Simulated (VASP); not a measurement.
Crystal: InSe.

```
In Se
1.0
     4.05000    0.00000    0.00000
    -2.02500    3.50740    0.00000
     0.00000    0.00000   16.93000
In Se
4 4
Direct
  0.33333 0.66667 0.15700
  0.66667 0.33333 0.65700
  0.33333 0.66667 0.34300
  0.66667 0.33333 0.84300
  0.33333 0.66667 0.60200
  0.66667 0.33333 0.10200
  0.33333 0.66667 0.89800
  0.66667 0.33333 0.39800
```

| Item | Value |
| --- | --- |
| Program | VASP 6.6.1 |
| Task | relaxation of cell and atoms |
| Functional | LDA |
| Potentials or basis | VASP PAW LDA potentials, release 64 (In_d, Se) |
| Cutoff | 600 eV |
| k mesh | 9 × 9 × 2 |
| Occupations | gaussian, width 0.03 eV |
| Spin | no spin polarisation |

At the start: pressure 3.5 GPa; volume 30.06 Å³/atom.

How do energy, volume and symmetry change on relaxing?

Over 24 steps the energy falls by 201.5 meV/atom and the volume is 28.09 Å³/atom (-6.5 %); space group P6_3/mmc (No. 194, to 0.05 Å).

Step by step:
```tsv
step	energy change (eV)	largest force (eV/Å)	pressure (GPa)	volume (Å³)
1	0.0000	2.6343	3.47	240.49
2	-0.9462	0.2471	-4.28	263.56
3	-1.0242	0.8227	-2.99	258.06
4	-1.3972	0.2735	-1.33	241.65
5	-1.4222	0.2951	-0.62	236.81
6	-1.5404	0.3988	0.65	229.78
7	-1.5496	0.4564	1.22	227.00
8	-1.5960	0.0465	-0.41	229.96
9	-1.5993	0.1014	-0.11	229.37
10	-1.6028	0.0532	-0.11	228.74
11	-1.6028	0.0586	-0.10	228.72
12	-1.6039	0.0580	0.03	227.95
13	-1.6045	0.0911	0.26	226.62
14	-1.6050	0.0894	0.27	226.53
15	-1.6063	0.0823	0.26	226.27
16	-1.6085	0.0678	0.23	225.74
17	-1.6113	0.0386	0.20	224.69
18	-1.6094	0.0277	0.16	222.58
19	-1.6118	0.0189	0.19	224.03
20	-1.6122	0.0186	-0.01	224.94
21	-1.6122	0.0140	-0.02	224.83
22	-1.6122	0.0116	0.00	224.72
23	-1.6122	0.0112	0.02	224.71
24	-1.6122	0.0054	0.02	224.75
```

Final structure:
```yaml
crystal:
  lattice:
    - [3.96779, 0.00000, 0.00000]
    - [-1.98389, 3.43620, 0.00000]
    - [0.00000, 0.00000, 16.48402]
  atoms:
    - { symbol: In, position: [0.33333, 0.66667, 0.16677] }
    - { symbol: In, position: [0.66667, 0.33333, 0.66677] }
    - { symbol: In, position: [0.33333, 0.66667, 0.33323] }
    - { symbol: In, position: [0.66667, 0.33333, 0.83323] }
    - { symbol: Se, position: [0.33333, 0.66667, 0.58942] }
    - { symbol: Se, position: [0.66667, 0.33333, 0.08942] }
    - { symbol: Se, position: [0.33333, 0.66667, 0.91058] }
    - { symbol: Se, position: [0.66667, 0.33333, 0.41058] }
```
